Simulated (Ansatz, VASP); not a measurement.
## One calculation of SnP2, two programs

```
Sn P
1.0
     3.29382    0.00000    0.00000
    -1.64691    2.85253    0.00000
     0.00000    0.00000   13.44893
Sn P
2 4
Direct
  0.33333 0.66667 0.25000
  0.66667 0.33333 0.75000
  0.33333 0.66667 0.54768
  0.66667 0.33333 0.04768
  0.33333 0.66667 0.95232
  0.66667 0.33333 0.45232
```

Alike in both runs: functional PBE; k mesh 12 × 12 × 4; occupations gaussian, width 0.1 eV; no spin polarisation.

Ansatz relaxed the structure, and its values are those at the end. VASP's run is a single point on that final structure, the one shown.

|  | VASP | Ansatz |
| --- | --- | --- |
| version | VASP 6.6.1 | Ansatz 0.2.0 |
| potentials or method | VASP PAW PBE potentials, release 64 (Sn_d, P) | scalar-relativistic, plane waves, PAW |
| plane-wave cutoff (eV) | 520 | 420 |
| valence electrons in the cell | 48 | 48 |

Ansatz gave:

| Item | Value |
| --- | --- |
| gap on the k mesh at the Fermi level (eV) | none |
| pressure (GPa) | 0.0 |
| rms of the force components (eV/Å) | 0.000 |

Task: Which values does VASP return?

Result: gap on the k mesh at the Fermi level (eV): none; pressure (GPa): -0.2; rms of the force components (eV/Å): 0.030.

A gap of «none» marks a metal or a gap that the smearing closes. The functional is the same, so the differences come from potentials, cutoffs and numerics.
